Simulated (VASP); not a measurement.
Set up this calculation in VASP 6.6.1, as the native input.

| Item | Value |
| --- | --- |
| Task | band structure |
| Functional | PBE |
| Dispersion | D3 |
| Potentials or basis | VASP PAW PBE potentials, release 64 (Nb_sv, Cu, Mg) |
| Cutoff | 520 eV |
| k mesh | 6 × 5 × 5 |
| Occupations | fermi-dirac, width 0.02 eV |
| Spin | no spin polarisation |
| Further INCAR settings | ALGO = Normal; EDIFF = 1e-07; NBANDS = 28 |

Mg6NbCu:

```xyz
8
Lattice="4.7780 0.0643 0.0388 0.0836 3.0075 5.4496 0.0031 -3.0550 5.4763" Properties=species:S:1:pos:R:3 pbc="T T T"
Nb    2.4478   -0.0001    7.4267
Cu    0.0708   -0.0388    8.9188
Mg    2.4035    0.0242    1.8426
Mg    2.4046   -1.5484    4.5999
Mg    2.4460    1.5729    4.5862
Mg    0.0287   -0.0157    3.6123
Mg    0.0313   -1.4905    6.4037
Mg    0.0702    1.4348    6.3909
```

The cell comes from a database or a generator and needn't be the stable form of this composition.

The cell isn't the ideal one: cell strained at random at fixed volume.

One way to write it, as run:

POSCAR

```
Mg6NbCu
4.7786
    0.999880718202      0.013455614615      0.008118068053
    0.017490059850      0.629365295275      1.140426275478
    0.000651655297     -0.639314025028      1.145997153978
Nb Cu Mg
1 1 6
Direct
    0.5000000000      0.6779590000      0.6779590000
    0.0000000000      0.8163000000      0.8163000000
    0.5000000000      0.1668690000      0.1668690000
    0.5000000000      0.1611890000      0.6760310000
    0.5000000000      0.6760310000      0.1611890000
    0.0000000000      0.3306190000      0.3306190000
    0.0000000000      0.3442510000      0.8267810000
    0.0000000000      0.8267810000      0.3442510000
```

INCAR.step1

```
SYSTEM = Mg6NbCu
PREC = Accurate ; ENCUT = 520
EDIFF = 1E-7 ; ISMEAR = -1
SIGMA = 0.02 ; LREAL = .False.
LASPH = .True. ; NELM = 60
ALGO = Normal ; ISIF = 2
LWAVE = .False. ; LCHARG = .True.
LMAXMIX = 4 ; GGA = PE
IVDW = 11 ; NBANDS = 28
```

KPOINTS.step1

```
regular mesh
0
Gamma
  6 5 5
  0 0 0
```

INCAR.step2

```
SYSTEM = Mg6NbCu
PREC = Accurate ; ENCUT = 520
EDIFF = 1E-7 ; ISMEAR = 0
SIGMA = 0.05 ; LREAL = .False.
LASPH = .True. ; NELM = 60
ALGO = Normal ; ISIF = 2
LWAVE = .False. ; LCHARG = .False.
LMAXMIX = 4 ; GGA = PE
IVDW = 11 ; NBANDS = 28
ICHARG = 11
```

KPOINTS.step2

```
path XGY,LGZ,NGM,RG
20
line-mode
reciprocal
 0.0000000000  0.0000000000  0.5000000000  X
 0.0000000000  0.0000000000  0.0000000000  G

 0.0000000000  0.0000000000  0.0000000000  G
-0.5000000000  0.0000000000  0.0000000000  Y

-0.5000000000  0.0000000000  0.5000000000  L
 0.0000000000  0.0000000000  0.0000000000  G

 0.0000000000  0.0000000000  0.0000000000  G
 0.0000000000 -0.5000000000 -0.5000000000  Z

 0.0000000000 -0.5000000000  0.0000000000  N
 0.0000000000  0.0000000000  0.0000000000  G

 0.0000000000  0.0000000000  0.0000000000  G
-0.5000000000 -0.5000000000 -0.5000000000  M

-0.5000000000 -0.5000000000  0.0000000000  R
 0.0000000000  0.0000000000  0.0000000000  G
```

Potentials or basis: VASP PAW PBE potentials, release 64 (Nb_sv, Cu, Mg).

Run with:

```sh
$ cat potpaw_PBE.64/Nb_sv/POTCAR potpaw_PBE.64/Cu/POTCAR potpaw_PBE.64/Mg/POTCAR > POTCAR
$ cp INCAR.step1 INCAR
$ cp KPOINTS.step1 KPOINTS
$ mpirun -np 1 vasp_std > vasp.out
$ cp INCAR.step2 INCAR
$ cp KPOINTS.step2 KPOINTS
$ mpirun -np 1 vasp_std > vasp.out
```

Results of the run:

| Property | Result |
| --- | --- |
| Band gap along the path | none (metal or under the smearing width) |
| Dispersion energy per atom | -0.322 eV |

Caveat: the log is that of the step along the path at fixed density, whose energy, stress, charges and moments have no meaning.

It took 15 min on 1 thread of Intel(R) Xeon(R) Platinum 8488C (Sapphire Rapids), with other jobs on the host, peak memory 0.73 GiB.
